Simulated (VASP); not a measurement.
Calculation: PBE GGA, VASP's PBE PAW potentials (set 64) (plane waves; VASP).

The input files of a VASP run:

**POSCAR**
```
TiO2
1.0
  4.5900000000   0.0000000000   0.0000000000
  0.0000000000   4.5900000000   0.0000000000
  0.0000000000   0.0000000000   2.9600000000
Ti O
2 4
direct
  0.0000000000   0.0000000000   0.0000000000
  0.5000000000   0.5000000000   0.5000000000
  0.3050000000   0.3050000000   0.0000000000
  0.8050000000   0.1950000000   0.5000000000
  0.1950000000   0.8050000000   0.5000000000
  0.6950000000   0.6950000000   0.0000000000
```

### KPOINTS
```
Automatic mesh
0
Gamma
5 5 8
0 0 0
```

**INCAR**
```
! general
SYSTEM =TiO2
PREC   =Accurate
ENCUT  =480
LREAL  =.False.
LASPH  =.True.

! electronic loop
EDIFF  =1E-6
NELM   =100
ALGO   =Normal
LMAXMIX=4

! smearing
ISMEAR =0
SIGMA  =0.05

! functional
GGA    =PE

! ions
IBRION =2
NSW    =60
ISIF   =3
EDIFFG =-0.01

! output
LWAVE  =.False.
LCHARG =.False.
```

POTCAR, in this order: Ti O (PBE.64 set). Program: vasp_std.

The run wrote:

File OSZICAR:
```
       N       E                     dE             d eps       ncg     rms          rms(c)
DAV:   1     0.363912831962E+03    0.36391E+03   -0.13948E+04  1208   0.149E+03
DAV:   2    -0.104793301617E+02   -0.37439E+03   -0.36398E+03  1624   0.367E+02
DAV:   3    -0.685252532283E+02   -0.58046E+02   -0.57456E+02  1584   0.176E+02
DAV:   4    -0.707138495393E+02   -0.21886E+01   -0.21834E+01  1436   0.396E+01
DAV:   5    -0.707921579611E+02   -0.78308E-01   -0.78283E-01  1488   0.701E+00    0.450E+01
DAV:   6    -0.541112006117E+02    0.16681E+02   -0.11969E+02  1632   0.746E+01    0.150E+01
DAV:   7    -0.533738826444E+02    0.73732E+00   -0.19592E+01  1716   0.369E+01    0.136E+01
DAV:   8    -0.532730658844E+02    0.10082E+00   -0.10338E+01  1368   0.267E+01    0.781E+00
DAV:   9    -0.527581555000E+02    0.51491E+00   -0.33514E+00  1432   0.161E+01    0.429E-01
DAV:  10    -0.527657030517E+02   -0.75476E-02   -0.86204E-02  1432   0.197E+00    0.325E-01
DAV:  11    -0.527721271675E+02   -0.64241E-02   -0.79718E-02  1740   0.195E+00    0.702E-01
DAV:  12    -0.527649514489E+02    0.71757E-02   -0.55490E-02  1756   0.181E+00    0.850E-02
DAV:  13    -0.527649388625E+02    0.12586E-04   -0.93260E-04  1388   0.231E-01    0.297E-02
DAV:  14    -0.527649272963E+02    0.11566E-04   -0.69659E-05  1848   0.582E-02    0.881E-03
DAV:  15    -0.527649253071E+02    0.19892E-05   -0.60286E-06  1328   0.168E-02    0.153E-03
DAV:  16    -0.527649252501E+02    0.57017E-07   -0.20834E-07   768   0.500E-03
   1 F= -.52764925E+02 E0= -.52764925E+02  d E =-.527649E+02
       N       E                     dE             d eps       ncg     rms          rms(c)
DAV:   1    -0.538653183776E+02   -0.11004E+01   -0.25841E+01  1200   0.423E+01    0.954E+00
DAV:   2    -0.533463188724E+02    0.51900E+00   -0.15004E+01  1728   0.293E+01    0.959E+00
DAV:   3    -0.527555359230E+02    0.59078E+00   -0.56496E+00  1680   0.188E+01    0.300E+00
DAV:   4    -0.527121681226E+02    0.43368E-01   -0.32699E-01  1520   0.383E+00    0.107E+00
DAV:   5    -0.527089364516E+02    0.32317E-02   -0.14031E-02  1532   0.108E+00    0.193E-01
DAV:   6    -0.527086387466E+02    0.29770E-03   -0.44859E-03  1440   0.432E-01    0.555E-02
DAV:   7    -0.527086057900E+02    0.32957E-04   -0.39756E-04  1728   0.166E-01    0.110E-02
DAV:   8    -0.527086077891E+02   -0.19991E-05   -0.22498E-05  1468   0.334E-02    0.997E-03
DAV:   9    -0.527086059783E+02    0.18108E-05   -0.11005E-05  1376   0.234E-02    0.758E-04
DAV:  10    -0.527086061026E+02   -0.12431E-06   -0.20134E-07   712   0.386E-03
   2 F= -.52708606E+02 E0= -.52708606E+02  d E =0.563191E-01
       N       E                     dE             d eps       ncg     rms          rms(c)
DAV:   1    -0.532365792530E+02   -0.52797E+00   -0.94679E+00  1200   0.262E+01    0.582E+00
DAV:   2    -0.530605483112E+02    0.17603E+00   -0.60988E+00  1740   0.205E+01    0.554E+00
DAV:   3    -0.528237610391E+02    0.23679E+00   -0.12876E+00  1648   0.884E+00    0.190E+00
DAV:   4    -0.528124127898E+02    0.11348E-01   -0.53102E-02  1252   0.200E+00    0.194E-01
DAV:   5    -0.528118453552E+02    0.56743E-03   -0.88499E-03  1372   0.789E-01    0.141E-01
DAV:   6    -0.528116829620E+02    0.16239E-03   -0.94011E-04  1536   0.248E-01    0.166E-02
DAV:   7    -0.528116922691E+02   -0.93071E-05   -0.61903E-05  1324   0.659E-02    0.978E-03
DAV:   8    -0.528116897761E+02    0.24929E-05   -0.48467E-06  1328   0.187E-02    0.252E-03
DAV:   9    -0.528116897487E+02    0.27399E-07   -0.38570E-07   692   0.479E-03
   3 F= -.52811690E+02 E0= -.52811690E+02  d E =-.467645E-01
       N       E                     dE             d eps       ncg     rms          rms(c)
DAV:   1    -0.528117663316E+02   -0.76555E-04   -0.16775E-03  1216   0.347E-01    0.783E-02
DAV:   2    -0.528117329081E+02    0.33424E-04   -0.10227E-03  1764   0.258E-01    0.756E-02
DAV:   3    -0.528116940029E+02    0.38905E-04   -0.25499E-04  1700   0.126E-01    0.253E-02
DAV:   4    -0.528116930337E+02    0.96923E-06   -0.73090E-06  1248   0.190E-02
   4 F= -.52811693E+02 E0= -.52811693E+02  d E =-.467678E-01
       N       E                     dE             d eps       ncg     rms          rms(c)
DAV:   1    -0.528186386167E+02   -0.69446E-02   -0.38635E-01  1200   0.539E+00    0.475E-01
DAV:   2    -0.528164179272E+02    0.22207E-02   -0.92489E-03  1392   0.940E-01    0.301E-01
DAV:   3    -0.528151570999E+02    0.12608E-02   -0.36868E-03  1436   0.482E-01    0.927E-02
DAV:   4    -0.528150514386E+02    0.10566E-03   -0.10871E-03  1656   0.269E-01    0.362E-02
DAV:   5    -0.528150452852E+02    0.61535E-05   -0.53905E-05  1296   0.638E-02    0.151E-02
DAV:   6    -0.528150457282E+02   -0.44303E-06   -0.58831E-06  1388   0.216E-02
   5 F= -.52815046E+02 E0= -.52815046E+02  d E =-.335269E-02
       N       E                     dE             d eps       ncg     rms          rms(c)
DAV:   1    -0.528158751328E+02   -0.82985E-03   -0.56898E-02  1208   0.207E+00    0.182E-01
DAV:   2    -0.528155469073E+02    0.32823E-03   -0.13791E-03  1396   0.363E-01    0.116E-01
DAV:   3    -0.528153622928E+02    0.18461E-03   -0.55327E-04  1452   0.186E-01    0.371E-02
DAV:   4    -0.528153450698E+02    0.17223E-04   -0.16757E-04  1652   0.106E-01    0.139E-02
DAV:   5    -0.528153441856E+02    0.88429E-06   -0.83290E-06  1316   0.250E-02
   6 F= -.52815344E+02 E0= -.52815344E+02  d E =-.365115E-02
```

### OUTCAR
```
------------------------ aborting loop because EDIFF is reached ----------------------------------------
  FORCE on cell =-STRESS in cart. coord.  units (eV):
  Direction    XX          YY          ZZ          XY          YZ          ZX
  --------------------------------------------------------------------------------------
  Total        0.0259516      0.0259516      0.0166837     -0.0000000      0.0000000      0.0000000
  in kB        0.6464084      0.6464084      0.4155611     -0.0000000      0.0000000      0.0000000
  external PRESSURE =       0.5694593 kB  Pullay stress =       0.0000000 kB
  volume of cell :       64.32
      direct lattice vectors                 reciprocal lattice vectors
     4.654903714 -0.000000000  0.000000000     0.214827215 -0.000000000  0.000000000
     0.000000000  4.654903714  0.000000000     0.000000000  0.214827215  0.000000000
     0.000000000  0.000000000  2.968557971     0.000000000  0.000000000  0.336863895
 POSITION                                       TOTAL-FORCE (eV/Angst)
 -----------------------------------------------------------------------------------
      0.00000      0.00000      0.00000         0.000000      0.000000      0.000000
      2.32745      2.32745      1.48428         0.000000      0.000000      0.000000
      1.41770      1.41770      0.00000        -0.001651     -0.001651     -0.000000
      3.74516      0.90975      1.48428        -0.001651      0.001651      0.000000
      0.90975      3.74516      1.48428         0.001651     -0.001651     -0.000000
      3.23720      3.23720      0.00000         0.001651      0.001651      0.000000
 -----------------------------------------------------------------------------------
    total drift:                                0.000000      0.000000      0.000000
  FREE ENERGIE OF THE ION-ELECTRON SYSTEM (eV)
  ---------------------------------------------------
  free  energy   TOTEN  =       -52.8153441856 eV

  energy  without entropy=      -52.8153441856  energy(sigma->0) =      -52.81534419

 reached required accuracy - stopping structural energy minimisation
```
(Selected blocks of OUTCAR.)

### CONTCAR
```
TiO2
   1.00000000000000
     4.6549037142196754   -0.0000000000000000    0.0000000000000000
     0.0000000000000000    4.6549037142196754    0.0000000000000000
     0.0000000000000000    0.0000000000000000    2.9685579706531651
  Ti              O
     2     4
Direct
     0.0000000000000000    0.0000000000000000    0.0000000000000000
     0.5000000000000000    0.5000000000000000    0.5000000000000000
     0.3045615162517981    0.3045615162517981    0.0000000000000000
     0.8045615162517979    0.1954384837482020    0.5000000000000000
     0.1954384837482020    0.8045615162517979    0.5000000000000000
     0.6954384837482021    0.6954384837482021    0.0000000000000000
```

Energy and stress use the plane-wave basis of the starting cell.

The compound is TiO2 in the rutile structure. This run relaxes it. Symmetry was kept, so distortions that lower it aren't found.
